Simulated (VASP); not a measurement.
Output of a VASP run:

OSZICAR:
```
...
DAV:   1     0.133496432378E+03    0.13350E+03   -0.14454E+04  2592   0.143E+03
DAV:   2     0.363197310867E+01   -0.12986E+03   -0.12835E+03  2746   0.293E+02
DAV:   3     0.150846248127E+01   -0.21235E+01   -0.21144E+01  3080   0.334E+01
DAV:   4     0.149503393626E+01   -0.13429E-01   -0.13427E-01  2885   0.266E+00
DAV:   5     0.149487669791E+01   -0.15724E-03   -0.15724E-03  3026   0.294E-01    0.267E+00
DAV:   6     0.154298731943E+01    0.48111E-01   -0.95130E-02  2716   0.258E+00    0.188E+00
DAV:   7     0.155145585174E+01    0.84685E-02   -0.36218E-02  2689   0.157E+00    0.727E-01
DAV:   8     0.155209405864E+01    0.63821E-03   -0.21668E-03  2712   0.398E-01    0.369E-02
DAV:   9     0.155209007812E+01   -0.39805E-05   -0.13026E-05  3187   0.329E-02    0.985E-03
DAV:  10     0.155208610452E+01   -0.39736E-05   -0.45738E-06  2707   0.184E-02    0.119E-03
DAV:  11     0.155208598936E+01   -0.11516E-06   -0.20880E-07  2161   0.358E-03    0.543E-04
DAV:  12     0.155208597732E+01   -0.12040E-07   -0.24264E-08  1431   0.136E-03
   1 F= 0.15520860E+01 E0= 0.15519457E+01  d E =0.155209E+01
       N       E                     dE             d eps       ncg     rms          rms(c)
DAV:   1     0.153053949733E+01   -0.21546E-01   -0.79963E-01  2664   0.696E+00    0.585E-01
DAV:   2     0.154240751853E+01    0.11868E-01   -0.77058E-03  2649   0.939E-01    0.354E-01
DAV:   3     0.154839480920E+01    0.59873E-02   -0.11440E-02  2691   0.107E+00    0.422E-02
DAV:   4     0.154836537004E+01   -0.29439E-04   -0.65800E-04  2669   0.238E-01    0.206E-02
DAV:   5     0.154836531008E+01   -0.59960E-07   -0.10551E-05  3203   0.360E-02    0.455E-03
DAV:   6     0.154836631517E+01    0.10051E-05   -0.18816E-06  2703   0.155E-02    0.661E-04
DAV:   7     0.154836629866E+01   -0.16516E-07   -0.99389E-08  1573   0.249E-03
   2 F= 0.15483663E+01 E0= 0.15482225E+01  d E =-.371968E-02
       N       E                     dE             d eps       ncg     rms          rms(c)
DAV:   1     0.138517185327E+01   -0.16319E+00   -0.72432E+00  2654   0.210E+01    0.176E+00
DAV:   2     0.148921239746E+01    0.10404E+00   -0.66521E-02  2662   0.260E+00    0.107E+00
DAV:   3     0.154357272693E+01    0.54360E-01   -0.99770E-02  2698   0.310E+00    0.116E-01
DAV:   4     0.154324360594E+01   -0.32912E-03   -0.53554E-03  2660   0.660E-01    0.646E-02
DAV:   5     0.154323300126E+01   -0.10605E-04   -0.50760E-05  3227   0.626E-02    0.142E-02
DAV:   6     0.154323294682E+01   -0.54441E-07   -0.36218E-06  2718   0.158E-02    0.121E-03
DAV:   7     0.154323287015E+01   -0.76663E-07   -0.11562E-07  1574   0.310E-03
   3 F= 0.15432329E+01 E0= 0.15431370E+01  d E =-.885311E-02
       N       E                     dE             d eps       ncg     rms          rms(c)
DAV:   1     0.154077715900E+01   -0.24558E-02   -0.10842E-01  2656   0.256E+00    0.215E-01
DAV:   2     0.154234071739E+01    0.15636E-02   -0.99616E-04  2639   0.348E-01    0.131E-01
DAV:   3     0.154317500289E+01    0.83429E-03   -0.16069E-03  2703   0.413E-01    0.150E-02
DAV:   4     0.154317062002E+01   -0.43829E-05   -0.93519E-05  2659   0.903E-02    0.839E-03
DAV:   5     0.154317017092E+01   -0.44910E-06   -0.10805E-06  3088   0.101E-02    0.201E-03
DAV:   6     0.154317036585E+01    0.19493E-06   -0.38007E-07  2070   0.699E-03    0.267E-04
DAV:   7     0.154317035966E+01   -0.61909E-08   -0.28767E-08  1318   0.160E-03
   4 F= 0.15431704E+01 E0= 0.15430805E+01  d E =-.891562E-02
```

OUTCAR:
```
------------------------ aborting loop because EDIFF is reached ----------------------------------------
  FORCE on cell =-STRESS in cart. coord.  units (eV):
  Direction    XX          YY          ZZ          XY          YZ          ZX
  --------------------------------------------------------------------------------------
  Total        0.0516408      0.0516408      0.0347447      0.0000000      0.0000000      0.0000000
  in kB        1.3985603      1.3985604      0.9409707      0.0000000      0.0000000      0.0000000
  external PRESSURE =       1.2460305 kB  Pullay stress =       0.0000000 kB
  volume of cell :       59.16
      direct lattice vectors                 reciprocal lattice vectors
     1.772690597 -3.070390290  0.000000000     0.282057118 -0.162845747 -0.000000000
     1.772690597  3.070390290  0.000000000     0.282057118  0.162845747 -0.000000000
     0.000000000  0.000000000  5.434582169     0.000000000  0.000000000  0.184006786
 POSITION                                       TOTAL-FORCE (eV/Angst)
 -----------------------------------------------------------------------------------
      1.77269      1.02347      1.35865        -0.000000      0.000000      0.000000
      1.77269     -1.02347      4.07594         0.000000     -0.000000      0.000000
 -----------------------------------------------------------------------------------
    total drift:                               -0.000017      0.000466      0.000011
  FREE ENERGIE OF THE ION-ELECTRON SYSTEM (eV)
  ---------------------------------------------------
  free  energy   TOTEN  =         1.5431703597 eV

  energy  without entropy=        1.5429006469  energy(sigma->0) =        1.54308046

 reached required accuracy - stopping structural energy minimisation
```
(Selected blocks of OUTCAR.)

**POSCAR**
```
Tl
1
    1.7473689660    -3.0265319347     0.0000000000
    1.7473689660     3.0265319347     0.0000000000
    0.0000000000     0.0000000000     5.5932316371
Tl
2
Direct
  0.3333330000   0.6666670000   0.2500000000
  0.6666670000   0.3333330000   0.7500000000
```

Task: Write an INCAR and KPOINTS that could have produced this output.

Result: This is not unique; one that fits is the input of the run itself, optB86b-vdW, plane waves, VASP's PBE PAW potentials (set 64).

File KPOINTS:
```
K-points
0
G
  12 12 7
0 0 0
```

**INCAR**
```
LWAVE = .False.
ISMEAR = 1   ! Methfessel-Paxton
EDIFFG = -0.01   ! ionic stop
LUSE_VDW = .True.
PARAM2 = 1.0
ENCUT = 520   ! plane-wave cut-off (eV)
PREC = Accurate
SIGMA = 0.1   ! width (eV)
NSW = 30   ! most ionic steps
PARAM1 = 0.1234
LREAL = .False.   ! projection in real space or not
LMAXMIX = 4
NELM = 100
GGA = MK
SYSTEM = Tl
EDIFF = 1E-7   ! SCF stop (eV)
AGGAC = 0.0
LCHARG = .False.
ISIF = 4   ! ions and shape, fixed volume
IBRION = 2
ALGO = Normal   ! blocked Davidson
LASPH = .True.
```

POTCAR, in this order: Tl_d (PBE.64 set). Program: vasp_std.

The compound is Tl in the hcp structure. This run relaxes it. Symmetry was kept, so distortions that lower it aren't found.
